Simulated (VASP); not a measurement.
InSe:

```xyz
8
Lattice="4.0321 0.0000 0.0000 -2.0161 3.4919 0.0000 0.0000 0.0000 16.7472" Properties=species:S:1:pos:R:3 pbc="T T T"
In    0.0000    2.3279    2.7901
In    2.0161    1.1640   11.1638
In    0.0000    2.3279    5.5835
In    2.0161    1.1640   13.9571
Se    0.0000    2.3279    9.8752
Se    2.0161    1.1640    1.5016
Se    0.0000    2.3279   15.2456
Se    2.0161    1.1640    6.8720
```

The cell was built by a generator and needn't be a form met in nature.

Base run:

* Program: VASP 6.6.1
* Functional: PBE
* Potentials or basis: VASP PAW PBE potentials, release 64 (In_d, Se)
* Cutoff: 400 eV
* k mesh: 12 × 12 × 2
* Occupations: gaussian, width 0.02 eV
* Spin: no spin polarisation

Its results: band gap on the k mesh 0.35 eV, direct.

Question: The run is repeated on the same cell with these changes: functional from PBE to HSE06; k mesh from 12 × 12 × 2 to 3 × 3 × 1. What comes out?

Answer: Band gap on the k mesh 1.12 eV, direct.

Several settings changed at once, so the effect can't be laid on one alone.

Caveats: some runs use coarse meshes; spin-orbit coupling is left out, which moves the levels of the heavy elements; an odd mesh through Γ misses points on the zone boundary, where band edges often lie (some runs).

Not every run made on this cell is shown here.
